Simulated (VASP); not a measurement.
Given:

```
CELL_PARAMETERS angstrom
      0.00000     1.81561     1.81561
      1.81561     0.00000     1.81561
      1.81561     1.81561     0.00000
ATOMIC_POSITIONS crystal
  B  0.00000 0.00000 0.00000
  N  0.25000 0.25000 0.25000
```

All values below come from r2SCAN meta-GGA, VASP's PBE PAW potentials (set 64) (plane waves; VASP). Settings: 600 eV cut-off, 12×12×12 Γ-centred mesh, Gaussian smearing of 0.050 eV, potentials B N.

### Question
What does the run give for the energy per atom (σ→0), pressure?

### Answer

* **energy per atom (σ→0)**: -9.586 eV/atom
* **pressure**: -5.64 GPa

The absolute energy has meaning only against runs of the same code, potentials and settings.

The compound is BN in the zinc blende structure. This cell was strained or had an atom moved on purpose.
